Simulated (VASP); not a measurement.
# AlB2Sb3 (Imm2) in VASP: single point with r2SCAN

Aim: the single point of AlB2Sb3 with r2SCAN.

Everything below comes from runs of VASP 6.6.1. Logs are shortened: lines on timing, memory, paths and dates and some standing lists are left out, and cuts for length are marked.

### Step 1. The structure

Symmetry: Imm2, No. 44, orthorhombic system. The conventional cell has a = 3.916 Å, b = 11.879 Å, c = 5.662 Å, α = 90.00°, β = 90.00°, γ = 90.00°. Around Al (site symmetry mm2) lie 4 Sb at 2.61 to 2.67 Å. B (site symmetry m) is surrounded by 4 Sb at 2.31 to 2.35 Å. Sb (site symmetry m) is surrounded by 3 B at 2.31 to 2.35 Å. Around Sb (site symmetry mm2) lie 2 B at 2.32 Å and 2 Al at 2.61 Å.

The cell was built by a generator and needn't be a form met in nature.

### Step 2. Single point, r2SCAN

File INCAR:

```
ALGO     = Normal         # electronic algorithm
EDIFF    = 1E-6           # SCF threshold, eV
ENCUT    = 520            # plane-wave cutoff, eV
ISIF     = 2              # what is computed and relaxed
ISMEAR   = 0              # smearing method
KPAR     = 4            
LASPH    = T              # aspherical terms in the spheres
LCHARG   = F              # write CHGCAR
LMIXTAU  = T            
LREAL    = F              # projectors in reciprocal space
LWAVE    = F              # write WAVECAR
METAGGA  = R2SCAN         # meta-GGA
NELM     = 150            # most SCF steps
PREC     = Accurate       # precision mode
SIGMA    = 0.1            # smearing width, eV
```

File KPOINTS:

```
k-points
0
Gamma
  10 10 10
```

File POSCAR:

```
AlB2Sb3
1.0
   -1.9581400000      5.9393600000      2.8311400000
    1.9581400000     -5.9393600000      2.8311400000
    1.9581400000      5.9393600000     -2.8311400000
Al B Sb
1 2 3
Direct
    0.5019790000      0.0019790000      0.5000000000
    0.8300780000      0.0016790000      0.8283990000
    0.1732800000      0.0016790000      0.1716010000
    0.9581050000      0.2740710000      0.6840340000
    0.5900360000      0.2740710000      0.3159660000
    0.1963580000      0.1963580000      0.0000000000
```

Potentials or basis: VASP PAW PBE potentials, release 64 (Al, B, Sb).

On the command line:

```console
cat potpaw_PBE.64/Al/POTCAR potpaw_PBE.64/B/POTCAR potpaw_PBE.64/Sb/POTCAR > POTCAR
mpirun -np 4 vasp_std > vasp.out
```

OUTCAR:

```text
EDIFF = 1E-6
   ENCUT = 520
   ISIF = 2
   ISMEAR = 0
   LASPH = T
   LREAL = F
   METAGGA = R2SCAN
   NELM = 150
   PREC = Accurate

 ion  position               nearest neighbor table
   1  0.502  0.002  0.500-   6 2.61   6 2.61   4 2.67   5 2.67
   2  0.830  0.002  0.828-   4 2.31   6 2.32   5 2.35   5 2.35
   3  0.173  0.002  0.172-   5 2.31   6 2.32   4 2.35   4 2.35
   4  0.958  0.274  0.684-   2 2.31   3 2.35   3 2.35   1 2.67   6 3.78   5 3.78   5 3.78   5 3.78
                             5 3.78
   5  0.590  0.274  0.316-   3 2.31   2 2.35   2 2.35   1 2.67   6 3.78   4 3.78   4 3.78   4 3.78
                             4 3.78
   6  0.196  0.196  0.000-   3 2.32   2 2.32   1 2.61   1 2.61   5 3.78   4 3.78

  LATTYP: Found a body centered orthorhombic cell.
 ALAT       =     3.9162800000
 B/A-ratio  =     1.4458312480
 C/A-ratio  =     3.0331641251

  Lattice vectors:

 A1 = (  -1.9581400000,   5.9393600000,  -2.8311400000)
 A2 = (   1.9581400000,   5.9393600000,   2.8311400000)
 A3 = (   1.9581400000,  -5.9393600000,  -2.8311400000)

Analysis of symmetry for initial positions (statically):
=====================================================================
 Subroutine PRICEL returns:
 Original cell was already a primitive cell.

 Routine SETGRP: Setting up the symmetry group for a
 body centered orthorhombic supercell.

 Subroutine GETGRP returns: Found  4 space group operations
 (whereof  4 operations were pure point group operations)
 out of a pool of  8 trial point group operations.

The static configuration has the point symmetry C_2v.

Analysis of symmetry for dynamics (positions and initial velocities):
=====================================================================
 Subroutine PRICEL returns:
 Original cell was already a primitive cell.

 Routine SETGRP: Setting up the symmetry group for a
 body centered orthorhombic supercell.

 Subroutine GETGRP returns: Found  4 space group operations
 (whereof  4 operations were pure point group operations)
 out of a pool of  8 trial point group operations.

The dynamic configuration has the point symmetry C_2v.

 Subroutine INISYM returns: Found  4 space group operations
 (whereof  4 operations are pure point group operations),
 and found     1 'primitive' translations

----------------------------------------------------------------------------------------

                                     Primitive cell

  volume of cell :     131.7057

  direct lattice vectors                    reciprocal lattice vectors
    -1.958140000  5.939360000  2.831140000     0.000000000  0.084184155  0.176607303
     1.958140000 -5.939360000  2.831140000     0.255344357  0.000000000  0.176607303
     1.958140000  5.939360000 -2.831140000     0.255344357  0.084184155  0.000000000

  length of vectors
     6.864813411  6.864813411  6.864813411     0.195645371  0.310468807  0.268863744

  position of ions in fractional coordinates (direct lattice)
     0.501979000  0.001979000  0.500000000
     0.830078000  0.001679000  0.828399000
     0.173280000  0.001679000  0.171601000
     0.958105000  0.274071000  0.684034000
     0.590036000  0.274071000  0.315966000
     0.196358000  0.196358000  0.000000000

  ion indices of the primitive-cell ions
   primitive index   ion index
                 1           1
                 2           2
                 3           3
                 4           4
                 5           5
                 6           6

----------------------------------------------------------------------------------------

 KPOINTS: k-points

Automatic generation of k-mesh.
 Grid dimensions read from file:
 generate k-points for:   10   10   10

 Generating k-lattice:

  Cartesian coordinates                     Fractional coordinates (reciprocal lattice)
     0.000000000  0.008418415  0.017660730     0.100000000  0.000000000 -0.000000000
     0.025534436  0.000000000  0.017660730     0.000000000  0.100000000 -0.000000000
     0.025534436  0.008418415  0.000000000     0.000000000  0.000000000  0.100000000

  Length of vectors
     0.019564537  0.031046881  0.026886374

  Shift w.r.t. Gamma in fractional coordinates (k-lattice)
     0.000000000  0.000000000  0.000000000

 Subroutine IBZKPT returns following result:
 ===========================================

 Found    171 irreducible k-points:

 Following reciprocal coordinates:
            Coordinates               Weight
  0.000000  0.000000  0.000000      1.000000
  0.100000  0.000000 -0.000000      4.000000
  0.200000  0.000000 -0.000000      4.000000
  0.300000 -0.000000  0.000000      4.000000
  0.400000  0.000000  0.000000      4.000000
  0.500000  0.000000  0.000000      2.000000
[... 16 lines left out ...]
 -0.400000  0.200000  0.000000      8.000000
 -0.300000  0.200000 -0.000000      8.000000
 [... further k-points ...]
   k-points           NKPTS =    171   k-points in BZ     NKDIM =    171   number of bands    NBANDS=     16
   number of dos      NEDOS =    301   number of ions     NIONS =      6
   total plane-waves  NPLWV = 157464
   dimension x,y,z NGX =    54 NGY =   54 NGZ =   54
   dimension x,y,z NGXF=   108 NGYF=  108 NGZF=  108
   ions per type =               1   2   3
   NGX,Y,Z   is equivalent  to a cutoff of  13.08, 13.08, 13.08 a.u.
   NGXF,Y,Z  is equivalent  to a cutoff of  26.15, 26.15, 26.15 a.u.
 SYSTEM =  unknown system
   PREC   = accura    normal or accurate (medium, high low for compatibility)
   ISTART =      0    job   : 0-new  1-cont  2-samecut
   ICHARG =      2    charge: 1-file 2-atom 10-const
   ISPIN  =      1    spin polarized calculation?
   LNONCOLLINEAR =      F non collinear calculations
   LSORBIT =      F    spin-orbit coupling
   LASPH  =      T    aspherical Exc in radial PAW
   ENCUT  =  520.0 eV  38.22 Ry    6.18 a.u.  12.76 12.76 12.76*2*pi/ulx,y,z
   NELM   =    150;   NELMIN=  2; NELMDL= -5     # of ELM steps
   EDIFF  = 0.1E-05   stopping-criterion for ELM
   LREAL  =      F    real-space projection
   EDIFFG = 0.1E-04   stopping-criterion for IOM
   NSW    =      0    number of steps for IOM
   IBRION =     -1    ionic relax: 0-MD 1-quasi-New 2-CG
   NFREE  =      0    steps in history (QN), initial steepest desc. (CG)
   ISIF   =      2    stress and relaxation
   ISYM   =      2    0-nonsym 1-usesym 2-fastsym
   POTIM  = 0.5000    time-step for ionic-motion
   TEBEG  =    0.0;   TEEND  =   0.0 temperature during run
   PSTRESS=    0.0 pullay stress
   NELECT =      24.0000    total number of electrons
   NUPDOWN=      -1.0000    fix difference up-down
   EMIN   =  10.00;   EMAX   =-10.00  energy-range for DOS
   EFERMI =   0.00;   METHOD = LEGACY
   ISMEAR =     0;   SIGMA  =   0.10  broadening in eV -4-tet -1-fermi 0-gaus
   EFERMI_NEDOS =   21; number of points for ismear=-14 and -15
   IALGO  =     38    algorithm
   IMIX   =      4    mixing-type and parameters
     AMIX     =   0.40;   BMIX     =  1.00
     AMIX_MAG =   1.60;   BMIX_MAG =  1.00
  volume/ion in A,a.u.               =      21.95       148.13
  Fermi-wavevector in a.u.,A,eV,Ry     =   0.928133  1.753918 11.720485  0.861431
  Thomas-Fermi vector in A             =   2.054277
   LORBIT       =      0    0 simple, 1 ext, 2 COOP (PROOUT), +10 PAW based schemes
   METAGGA = R2SCAN    functional components
   LHFCALC =     F    Hartree Fock is set to
   AEXX    =    0.0000 exact exchange contribution
   IVDW    =     0    specifies the selected vdW correction
   LEPSILON=     F    determine dielectric tensor
   LRPA    =     F    only Hartree local field effects (RPA)
 non-spin polarized calculation
 Gauss-broadening in eV      SIGMA  =   0.10
  energy-cutoff  :      520.00
  volume of cell :      131.71
 maximum number of plane-waves:      3570
 NGX is ok and might be reduce to    54
   NGX = 25   NGY = 25   NGZ = 25

 number of electron      24.0000000 magnetization

 Free energy of the ion-electron system (eV)
  ---------------------------------------------------
  ext. energy  EPLUGINS =         0.00000000
  ---------------------------------------------------
  free energy    TOTEN  =       -96.95801916 eV

  energy without entropy =      -96.95801486  energy(sigma->0) =      -96.95801701

 E-fermi :   6.9113     XC(G=0):  -9.9304

 val. band max:        6.7111956751   @ k =   0.0000   0.0000   0.0000
 cond. band min:       7.1198759216   @ k =  -0.4000  -0.4000   0.4000
 fundamental gap:      0.4086802465
 Fermi energy:         6.9113363463

 k-point     1 :       0.0000    0.0000    0.0000
  band No.  band energies     occupation
      1      -6.8621      2.00000
      2      -3.8043      2.00000
      3      -3.6893      2.00000
      4      -1.6204      2.00000
      5       0.2399      2.00000
      6       1.4140      2.00000
[... 8 lines left out ...]
     15       8.8620      0.00000
     16       9.1531      0.00000

 k-point     2 :       0.1000    0.0000   -0.0000
  band No.  band energies     occupation
      1      -6.8131      2.00000
      2      -3.9986      2.00000
      3      -3.6717      2.00000
      4      -1.5298      2.00000
      5       0.0485      2.00000
      6       1.5932      2.00000
[... 8 lines left out ...]
     15       8.8427      0.00000
     16       9.3288      0.00000

 k-point     3 :       0.2000    0.0000   -0.0000
  band No.  band energies     occupation
      1      -6.6676      2.00000
      2      -4.3265      2.00000
      3      -3.8224      2.00000
      4      -1.2705      2.00000
      5      -0.1788      2.00000
      6       1.9983      2.00000
[... 8 lines left out ...]
     15       8.8328      0.00000
     16       9.5971      0.00000
[... 362 lines left out ...]
 k-point    23 :      -0.4000    0.2000    0.0000
  band No.  band energies     occupation
      1      -6.2217      2.00000
      2      -4.3072      2.00000
      3      -3.6823      2.00000
      4      -1.0852      2.00000
      5       0.0057      2.00000
      6       1.8405      2.00000
[... 8 lines left out ...]
     15       9.2337      0.00000
     16       9.7817      0.00000

 k-point    24 :      -0.3000    0.2000   -0.0000
  band No.  band energies     occupation
      1      -6.3950      2.00000
      2      -4.0370      2.00000
      3      -3.4207      2.00000
      4      -1.4496      2.00000
      5       0.1045      2.00000
      6       1.7898      2.00000
[... 8 lines left out ...]
     15       9.2836      0.00000
     16       9.8188      0.00000

 [... further k-points ...]

------------------------ aborting loop because EDIFF is reached ----------------------------------------

  FORCE on cell =-STRESS in cart. coord.  units (eV):
  Direction    XX          YY          ZZ          XY          YZ          ZX
  --------------------------------------------------------------------------------------
  -------------------------------------------------------------------------------------
  Total       -0.9003970     -0.9411956     -1.0158793      0.0000000      0.0000000      0.0000000
  in kB      -10.9531714    -11.4494797    -12.3579933      0.0000000      0.0000000      0.0000000
  external PRESSURE =     -11.5868815 kB  Pullay stress =       0.0000000 kB

 VOLUME and BASIS-vectors are now :
 -----------------------------------------------------------------------------
  energy-cutoff  :      520.00
  volume of cell :      131.71
      direct lattice vectors                 reciprocal lattice vectors
    -1.958140000  5.939360000  2.831140000     0.000000000  0.084184155  0.176607303
     1.958140000 -5.939360000  2.831140000     0.255344357  0.000000000  0.176607303
     1.958140000  5.939360000 -2.831140000     0.255344357  0.084184155  0.000000000

 POSITION                                       TOTAL-FORCE (eV/Angst)
 -----------------------------------------------------------------------------------
      0.00000      5.93936      0.01121         0.000000     -0.000000     -0.049762
      0.00000      9.84032      0.00951        -0.000000     -0.005639      0.021053
      0.00000      2.03840      0.00951        -0.000000      0.005639      0.021053
     -0.00000      8.12545      1.55187        -0.000000     -0.060592     -0.058170
      0.00000      3.75327      1.55186         0.000000      0.060592     -0.058170
      0.00000      0.00000      1.11183         0.000000     -0.000000      0.123997
 -----------------------------------------------------------------------------------
    total drift:                               -0.000246      0.000841      0.002021

  FREE ENERGIE OF THE ION-ELECTRON SYSTEM (eV)
  ---------------------------------------------------
  free  energy   TOTEN  =       -96.9580191630 eV

  energy  without entropy=      -96.9580148639  energy(sigma->0) =      -96.95801701
```

Wall time 8 min (4 MPI ranks of Intel Xeon 6975P-C (Granite Rapids), shared host); peak memory 0.69 GiB.

What came out:

```yaml
Free_energy: -96.9580 eV
Pressure: -1.2 GPa
Largest_force: 0.124 eV/Å
Band_gap_on_the_k_mesh: 0.41 eV, indirect (least direct gap 0.74 eV)
```

Forces in eV/Å, atoms in the order of the input:
```
Al   0.000  0.000 -0.050
B    0.000 -0.006  0.021
B    0.000  0.006  0.021
Sb   0.000 -0.061 -0.058
Sb   0.000  0.061 -0.058
Sb   0.000  0.000  0.124
```

Levels at points of the mesh, in eV from the valence-band top:
| k point | band 9 | band 10 | band 11 | band 12 | band 13 | band 14 | band 15 | band 16 |
| --- | --- | --- | --- | --- | --- | --- | --- | --- |
| (0.00, 0.00, 0.00) | -2.41 | -0.52 | -0.50 | 0.00 | 1.05 | 1.09 | 2.15 | 2.44 |
| (0.50, 0.00, 0.00) | -2.65 | -2.57 | -1.74 | -0.78 | 0.73 | 1.43 | 2.36 | 2.71 |
| (0.00, 0.50, 0.00) | -3.60 | -3.45 | -1.97 | -1.79 | 0.92 | 2.69 | 2.93 | 3.02 |
| (0.50, 0.50, 0.00) | -3.85 | -3.58 | -2.84 | -2.78 | 0.55 | 0.72 | 2.50 | 2.88 |
| (0.50, 0.50, 0.50) | -3.44 | -2.40 | -1.55 | -0.28 | 0.46 | 0.79 | 1.86 | 2.74 |

Caveat: the PAW data sets were made with another functional, which shifts forces and pressure a little; spin-orbit coupling is left out, which moves the levels of the heavy elements. r2SCAN opens gaps a little over a GGA but as a rule still falls short of measured ones.
